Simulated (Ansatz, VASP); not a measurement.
## WS2: VASP beside Ansatz

Aim: how closely do two programs agree when they are given the same cell, functional and k mesh? Of the first pair: The structure shown is the start of the Ansatz relaxation below; VASP solves that cell, so the two are compared at the walk's first step.

Program: Ansatz 0.2.0. Level of theory: plane waves, with VASP 6.6.1 beside it; single point at PBEsol. Results are calculated unless marked as measured.

### Step 1. The starting structure

The cell holds 9 atoms: 3 W and 6 S. Its edges and angles: a = 5.448 Å, b = 5.448 Å, c = 29.504 Å, α = 90.0°, β = 90.0°, γ = 60.0°. It derives from WS2. Vacuum lies along c.

### Step 2. Ansatz: relaxation, PBEsol

Ansatz runs on its PAW soft_1 files.

The two programs are compared at the cell with which this relaxation starts, whose forces are those of its first step.

The input, input.yaml:

```yaml
crystal:
  lattice:
    - [4.7179496554, 2.7239095036, 0.0]
    - [0.0, 5.4478190071, 0.0]
    - [0.0, 0.0, 29.504]
  atoms:
    - { symbol: W, position: [1.5264e-06, 0.0403822033, 0.3389370976] }
    - { symbol: W, position: [0.2929511974, 0.3333338569, 0.3389370976] }
    - { symbol: W, position: [0.7070502059, 0.6262839398, 0.3389370847] }
    - { symbol: S, position: [1.0000002028, 0.3333333057, 0.398440511] }
    - { symbol: S, position: [0.3333332668, 0.6666669779, 0.3900226337] }
    - { symbol: S, position: [0.6666665305, 0.9999997164, 0.3900229549] }
    - { symbol: S, position: [0.3430407592, -0.009707092, 0.2850455346] }
    - { symbol: S, position: [0.6569594659, 0.3333335949, 0.2850454886] }
    - { symbol: S, position: [-2.252e-07, 0.6763738492, 0.2850456404] }
  periodic: [true, true, false]
kpoints:
  mp_grid: { grid: [9, 9, 1] }
hamiltonian:
  xc: pbesol
  pseudopotentials: { kind: paw, azcp: { folder: soft_1 }, xc_functional: pbe }
scf:
  occupations: { method: methfessel_paxton, width: 0.2 }
output:
  forces: true
  stress: true
  eigenvalues: true
  write_density: true
  write_potential: true
  elf: true
  volumetric_format: npy
relax:
  adjacent_minimum: "off"
  f_tol: 0.002
  max_steps: 120
  cell: { stress_2d_tol: 0.005 }
```

Started as:

```sh
$ ansatz run input.yaml --threads 4 --pin off --max-ram 16384MiB --backend cpu --events-out ev --progress --plain --runs-dir out
```

Numbers of over 12 decimals in the logs are rounded to 6 here.

Output:

```text
Warning: the atoms were moved onto the symmetric positions of the space group found under crystal.symmetry.tolerance 1.0e-5 (fractional; no operation is sought that the atoms, as they stand in a round, miss by more than twice it, and no atom is moved by as much as it), and the run uses the moved positions. Before a round's move an operation carried an atom to 1.13e-5 Å from where it should land, the largest such dist [...]
Engine: ansatz 0.2.0, aarch64-unknown-linux-gnu
Pseudopotentials: kind: paw
Pseudopotential: W, paw, valence charge 14, recommended cutoff 420 eV (normal), soft_1/W.paw.azcp
Pseudopotential: S, paw, valence charge 6, recommended cutoff 420 eV (normal), soft_1/S.paw.azcp
Functional definition: PBEsol
  exchange = pbesol_x
  correlation = pbesol_c
Crystal: 9 atoms, lattice volume = 758.328 Å³
Basis set: ecut = 420 eV, 14757 PW (Γ), exchange–correlation on 80×80×400 points (8 copies of the dense FFT grid, shifted against one another)
Bands: 48, of which v1, the nominal top of the filled ones, is band 39 counted from 1 (38 counted from 0)
Symmetry: 6 space group operations
Space group: P31m (ITA 157), of the structure as read, at distance tolerance 9.1e-5 Å
k-points: 12 of 81 (time reversal used)
Non-local potential: W, projectors of the file, l = 0: 3, l = 1: 2, l = 2: 2, l = 3: 1
Non-local potential: S, projectors of the file, l = 0: 2, l = 1: 2, l = 2: 1
PAW form: soft (Blöchl's): semilocal exchange-correlation on the pseudo side does not see the compensation charge
PAW frozen core: W, regenerated for the run's functional, and the local potential with it (the file was generated under x = pbe(κ = 0.804, μ = 0.219515), c = pbe(β = 0.066725))
PAW frozen core: S, regenerated for the run's functional, and the local potential with it (the file was generated under x = pbe(κ = 0.804, μ = 0.219515), c = pbe(β = 0.066725))
PAW one-centre angular grid: W, 590 points (default); XC on 64 Gauss nodes
PAW one-centre angular grid: S, 110 points (default); XC on 64 Gauss nodes
[...]
iter 1 solved again at ethr=6.60e-7 eV; its pass at ethr=3.10e-3 eV (dr2=5.15e-4 eV) is discarded
SCF iter   1: F=—  HF=-36088.083371 eV  |F-HF|=—  |Δ(HF+E_count)|=         —  Δρ=9.99e-7  dr2=1.49e-8  ethr=6.60e-7  ⟨swp⟩=6.9  Hψ=7209  notcnv=0
eigensolver tolerance schedule: the retry pair's looser diagonalisation over-reported the residual by 34656.00 of it (diagonalisation noise at an unbounded share of the residual, at the tolerance the schedule requests for it); recorded, not acted on — ethr = c·dr2/N_el stays at c = 1.0e-1
SCF iter   2: F=—  HF=-36088.083197 eV  |F-HF|=—  |Δ(HF+E_count)|=   1.75e-4  S|Δr|=    0.00e0  Δρ=9.47e-7  dr2=2.73e-8  ethr=1.91e-11  ⟨swp⟩=7.2  Hψ=2906  notcnv=0
SCF iter   3: F=—  HF=-36088.083197 eV  |F-HF|=—  |Δ(HF+E_count)|=   3.11e-8  S|Δr|=    0.00e0  Δρ=4.39e-7  dr2=3.19e-9  ethr=1.91e-11  ⟨swp⟩=2.7  Hψ=875  notcnv=0
SCF iter   4: F=—  HF=-36088.083197 eV  |F-HF|=—  |Δ(HF+E_count)|=   1.58e-8  S|Δr|=    0.00e0  Δρ=3.23e-7  dr2=1.78e-9  ethr=4.09e-12  ⟨swp⟩=2.3  Hψ=834  notcnv=0
SCF iter   5: F=—  HF=-36088.083197 eV  |F-HF|=—  |Δ(HF+E_count)|=   5.59e-8  S|Δr|=    0.00e0  Δρ=1.56e-7  dr2=3.63e-10  ethr=2.29e-12  ⟨swp⟩=3.1  Hψ=1018  notcnv=0
SCF iter   6: F=—  HF=-36088.083197 eV  |F-HF|=—  |Δ(HF+E_count)|=   3.43e-9  S|Δr|=    0.00e0  Δρ=1.30e-7  dr2=2.31e-10  ethr=4.65e-13 (applied; sched 1.00e-12)  ⟨swp⟩=1.9  Hψ=885  notcnv=0
SCF iter   7: F=—  HF=-36088.083197 eV  |F-HF|=—  |Δ(HF+E_count)|=   1.80e-8  S|Δr|=    0.00e0  Δρ=9.95e-8  dr2=1.63e-10  ethr=2.97e-13 (applied; sched 1.00e-12)  ⟨swp⟩=1.7  Hψ=669  notcnv=0
SCF iter   8: F=—  HF=-36088.083197 eV  |F-HF|=—  |Δ(HF+E_count)|=   3.69e-9  S|Δr|=    0.00e0  Δρ=4.69e-8  dr2=3.67e-11  ethr=2.09e-13 (applied; sched 1.00e-12)  ⟨swp⟩=2.4  Hψ=829  notcnv=0
SCF iter   9: F=—  HF=-36088.083197 eV  |F-HF|=—  |Δ(HF+E_count)|=  5.09e-11  S|Δr|=    0.00e0  Δρ=2.49e-8  dr2=1.05e-11  ethr=4.70e-14 (applied; sched 1.00e-12)  ⟨swp⟩=2.8  Hψ=1066  notcnv=0
SCF iter  10: F=-36088.083197 eV  HF=-36088.083197 eV  |F-HF|=9.46e-11  |Δ(HF+E_count)|=  1.82e-10  S|Δr|=    0.00e0  Δρ=2.01e-9  dr2=1.09e-13  ethr=1.00e-12  ⟨swp⟩=12.7  Hψ=4321  notcnv=0
WARN: on these k-points the computed levels leave a gap of 0.7775 eV at the electron count, 3.9 widths of the methfessel_paxton smearing (0.2000 eV); against the step filling of these same bands (every level under the gap full, every level over it empty) smearing changes F+E_penalty+E_count by +0.252 meV and its σ→0 estimate by -0.411 meV; at least one of the two is larger in size than the energy tolerance (0.100 meV); an earlier such warning, above, says what to do
SCF 11 converged in 10 iterations: F = -36088.083197 eV  dr2 = 1.09e-13
relax step  11: F+E_penalty+E_count = -36088.08319666 eV  Δ(F+E_penalty+E_count) = -8.910e-6 eV  max|allowed force component| = 2.314e-4 eV/Å  Δτ_max = 0.0000 Å  P = -0.001 N/m  Ω = 807.894 Å³  fix = [c, alpha, beta]  reactions: c -0.000 N/m  stress off target by 8.68e-4 N/m on what of the cell is left free  SCF on the basis re-selected at this cell (its energy is not comparable with the rows above)  (10 SCF iters)
basis re-selected at this cell: Δ(F+E_penalty+E_count) = -8.910e-6 eV, ΔP = +0.000 N/m vs the last step (what re-selecting the basis moved, of the pressure what is left beyond the Pulay correction that the steps carried, after the strain that the cell walked since its last selection, with what the two solves' SCF thresholds leave and, on support functions, any second-order correction that the steps lacked; it is no m [...]
SCF converged after 10 iterations
Stability not checked: this state was not tested for a lower state beside it, because cold or Methfessel-Paxton smearing, or corrected tetrahedra, fill the levels in a way that the test cannot read (fill_not_monotonic; see scf.lower_state_search)
Free energy (F): -36088.083197 eV
Harris-Foulkes:  -36088.083197 eV  (|F-HF|=9.46e-11)
Internal energy: -36088.085848 eV  (E = F + TS)
E sigma→0 (E₀):  -36088.083859 eV
Entropy (-TS):   0.002651 eV (0.295 meV/atom)
Fermi energy:    -5.291472 eV
Step filling:    the computed levels leave a gap of 0.7775 eV = 3.9 smearing widths at the electron count; against every level under it full and every level over it empty, smearing changes F+E_penalty+E_count by +0.252 meV and its σ→0 estimate by -0.411 meV
--- Per-component energies (eV) ---
  E_band       = -1867.975171
  E_kinetic    = 1901.140464
  E_local      = -124792.547848  (includes V_loc(G=0)·N_el)
  E_nonlocal   = 140.898736
  E_hartree    = 61311.013845
  E_xc         = -1325.681834
  E_vxc        = -1188.631752  (∫ρ·V_xc dr)
  E_paw        = -28907.194517  (= ΣΔE_a)
  E_vpaw       = -550.862884  (= ΣTr[D̂ρ^β])
  E_aug_tail   = 0.000454  (compensation charges beyond the density's cutoff)
  E_ewald      = 55583.247583
  E_core_change = 1.037270  (= ΣΔE_core)
  E_smearing   = 0.002651  (= −TS)
  E_closure    = 0.000000  (closes the sum)
  Σ components = -36088.083197   (vs F -36088.083197, Δ=0.00e0)
--- Forces (eV/Å), atoms counted from 1 ---
  atom   1  W     -0.00000000     0.00010526    -0.00011442
  atom   2  W     -0.00009116    -0.00005263    -0.00011442
  atom   3  W      0.00009116    -0.00005263    -0.00011442
  atom   4  S      0.00000000     0.00000000     0.00017943
  atom   5  S      0.00000000     0.00000000     0.00023144
  atom   6  S     -0.00000000    -0.00000000     0.00023144
  atom   7  S      0.00011018    -0.00006361    -0.00009970
  atom   8  S     -0.00011018    -0.00006361    -0.00009970
  atom   9  S     -0.00000000     0.00012722    -0.00009970
  max |Σ_I F_I| component: 5.13e-8 eV/Å
--- 2D stress c σ (N/m, compression-positive) ---
       -0.000868       0.000000       0.000000
        0.000000      -0.000868      -0.000000
        0.000000      -0.000000      -0.000000
  P = ½ c Tr σ = -0.0009 N/m
--- Band table (eV; the first three rows and the last of 12) ---
  k-point 0: bands = [... 35 lower, -6.0913, -6.0913, -5.8111, -5.8111, -4.9227, -4.7228, -4.7228, -3.2058, ... 5 higher]
  k-point 1: bands = [... 35 lower, -6.4014, -6.2336, -5.9079, -5.7366, -4.8792, -4.6179, -4.5474, -3.1157, ... 5 higher]
  k-point 2: bands = [... 35 lower, -6.7929, -6.3975, -5.9714, -5.7002, -4.8297, -4.4478, -4.2935, -2.9927, ... 5 higher]
  k-point 11: bands = [... 35 lower, -7.2989, -7.0052, -6.4564, -6.4564, -4.7018, -4.2550, -4.2550, -2.7154, ... 5 higher]
--- Relaxed structure (9 steps of the walk, 8 accepted, 2 SCFs on fresh bases) ---
  F+E_penalty+E_count = -36088.08319666 eV   max|allowed force component| = 2.314e-4 eV/Å   (the final SCF, on the basis selected at the relaxed cell)
  cell:  # Å, volume = 807.8941 Å³
    - [4.869699, 2.811522, 0]
    - [-2.9795918414070387e-11, 5.623044, 0]
    - [0, 0, 29.504]
  atoms:
    - { symbol: W, position: [1.3714633152578414e-17, 0.045849, 0.339041] }
    - { symbol: W, position: [0.287484, 0.333333, 0.339041] }
    - { symbol: W, position: [0.712516, 0.620818, 0.339041] }
    - { symbol: S, position: [1.0, 0.333333, 0.397253] }
    - { symbol: S, position: [0.333333, 0.666667, 0.387130] }
    - { symbol: S, position: [0.666667, 1.0, 0.387130] }
    - { symbol: S, position: [0.343894, -0.010560, 0.287266] }
    - { symbol: S, position: [0.656106, 0.333333, 0.287266] }
    - { symbol: S, position: [-3.6169854797529363e-17, 0.677227, 0.287266] }
```

(Continued in part 2 of 3.)

[Lines on the potential files, build, host, timing and source positions are cut from VASP's logs without a mark.]

[Logs are printed without paths, hosts, clocks, repeated set-up lines and the standing remarks that a program may print on its own settings, such as how far it seeks lower states.]

[Hosts, paths, dates, database ids (printed as entryN), source tags and the programs' standing remarks are cut or masked in the printed files.]
